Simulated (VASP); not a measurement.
**Ga2GeO5: relaxation of cell and atoms with PBE**

Ga2GeO5:

```
Ga Ge O
1.0
     7.92000    0.00000    0.00000
     0.00000    3.03000    0.00000
     0.00000    0.00000    8.08000
Ga Ge O
4 2 10
Direct
  0.50000 0.00000 0.50000
  0.35150 0.50000 0.84070
  0.64850 0.50000 0.15930
  0.00000 0.00000 0.00000
  0.14850 0.50000 0.34070
  0.85150 0.50000 0.65930
  0.00000 0.50000 0.50000
  0.64100 0.50000 0.57820
  0.35900 0.50000 0.42180
  0.87270 0.00000 0.78140
  0.12730 0.00000 0.21860
  0.50000 0.50000 0.00000
  0.85900 0.50000 0.07820
  0.14100 0.50000 0.92180
  0.62730 0.00000 0.28140
  0.37270 0.00000 0.71860
```

The cell was built by a generator and needn't be a form met in nature.

```
Program                : VASP 6.6.1
Task                   : relaxation of cell and atoms
Functional             : PBE
Potentials or basis    : VASP PAW PBE potentials, release 64 (Ga_d, Ge_d, O)
Cutoff                 : 520 eV
k mesh                 : 2 × 5 × 2
Occupations            : gaussian, width 0.15 eV
Spin                   : no spin polarisation
Further INCAR settings : PREC = Normal; LREAL = Auto; ALGO = Fast; EDIFF = 0.0001; IBRION = 2; EDIFFG = -0.08; NSW = 24; ISIF = 3
```

The relaxed volume is 12.60 Å³/atom and the relaxed cell is a = 7.994 Å, b = 3.076 Å, c = 8.205 Å, α = 90.00°, β = 87.91°, γ = 90.00°. The space group after relaxing (to 0.05 Å) is P2/m (No. 10). The energy gained by relaxing is 48.8 meV/atom. The ionic steps are 15 and the pressure after relaxing is -0.7 GPa. The largest force after relaxing is 0.065 eV/Å and the band gap on the k mesh is 0.16 eV, indirect (least direct gap 0.17 eV).

Forces in eV/Å, atoms in the order of the input:
```
Ga   0.000  0.000  0.000
Ga   0.020  0.000  0.007
Ga  -0.020  0.000 -0.007
Ga   0.000  0.000  0.000
Ge   0.020  0.000  0.062
Ge  -0.020  0.000 -0.062
O    0.000  0.000  0.000
O    0.014  0.000  0.025
O   -0.014  0.000 -0.025
O   -0.049  0.000 -0.040
O    0.049  0.000  0.040
O    0.000  0.000  0.000
O    0.036  0.000 -0.010
O   -0.036  0.000  0.010
O    0.003  0.000 -0.033
O   -0.003  0.000  0.033
```

Stress tensor (GPa, compression positive):
```
-0.84  0.00  0.04
 0.00 -0.81  0.00
 0.04  0.00 -0.57
```

The path:
```
step  energy change (eV)  largest force (eV/Å)  pressure (GPa)  volume (Å³)
   1              0.0000                2.4178            6.32       193.90
   2             -0.3646                1.9502           -4.53       207.60
   3             -0.6048                0.9669           -1.05       202.00
   4             -0.6901                1.2314           -0.76       201.79
   5             -0.7107                0.7121           -0.95       201.86
   6             -0.7473                0.6523            1.02       199.93
   7             -0.7490                0.4743            0.37       200.28
   8             -0.7734                0.1497            0.54       200.25
   9             -0.7749                0.1652            0.50       200.25
  10             -0.7794                0.1432           -0.23       201.23
  11             -0.7794                0.1349            0.19       201.14
  12             -0.7794                0.1427            0.18       201.20
  13             -0.7801                0.1021           -0.51       201.80
  14             -0.7803                0.0837           -0.33       201.54
  15             -0.7803                0.0654           -0.74       201.64
```

Final structure:
```cif
data_structure
_symmetry_space_group_name_H-M 'P 1'
_symmetry_Int_Tables_number 1
_cell_length_a 7.9944
_cell_length_b 3.0761
_cell_length_c 8.2052
_cell_angle_alpha 90.000
_cell_angle_beta 87.912
_cell_angle_gamma 90.000
_cell_volume 201.64
loop_
_atom_site_label
_atom_site_type_symbol
_atom_site_fract_x
_atom_site_fract_y
_atom_site_fract_z
_atom_site_occupancy
Ga1 Ga 0.50000 0.00000 0.50000 1
Ga2 Ga 0.35804 0.50000 0.83778 1
Ga3 Ga 0.64196 0.50000 0.16222 1
Ga4 Ga 0.00000 0.00000 0.00000 1
Ge1 Ge 0.15547 0.50000 0.34588 1
Ge2 Ge 0.84453 0.50000 0.65412 1
O1 O 0.00000 0.50000 0.50000 1
O2 O 0.64245 0.50000 0.58022 1
O3 O 0.35755 0.50000 0.41978 1
O4 O 0.87002 0.00000 0.76844 1
O5 O 0.12998 0.00000 0.23156 1
O6 O 0.50000 0.50000 0.00000 1
O7 O 0.86608 0.50000 0.08054 1
O8 O 0.13392 0.50000 0.91946 1
O9 O 0.62684 0.00000 0.29477 1
O10 O 0.37316 0.00000 0.70523 1
```

Levels at points of the mesh, in eV from the valence-band top:
```csv
k point,band 66,band 67,band 68,band 69,band 70,band 71,band 72,band 73,band 74,band 75
"(0.00, 0.00, 0.00)",-1.61,-1.58,-1.52,-0.86,-0.01,0.16,2.37,2.63,4.15,4.58
"(0.50, 0.00, 0.00)",-1.65,-1.61,-1.52,-0.86,0.00,0.97,1.85,3.28,3.37,4.24
"(0.00, 0.00, 0.50)",-1.73,-1.52,-1.33,-0.89,0.00,1.01,1.84,2.97,3.47,4.67
"(0.50, 0.00, 0.50)",-1.81,-1.52,-1.36,-0.90,0.00,1.30,1.80,3.06,3.78,4.11
```

Wall time 4.4 min on 2 MPI ranks on Intel(R) Xeon(R) 6975P-C (Granite Rapids) (shared host), peak memory 0.28 GiB a rank.

Caveat: the relaxation stopped at a loose force limit of 0.08 eV/Å, so its end isn't a converged minimum.
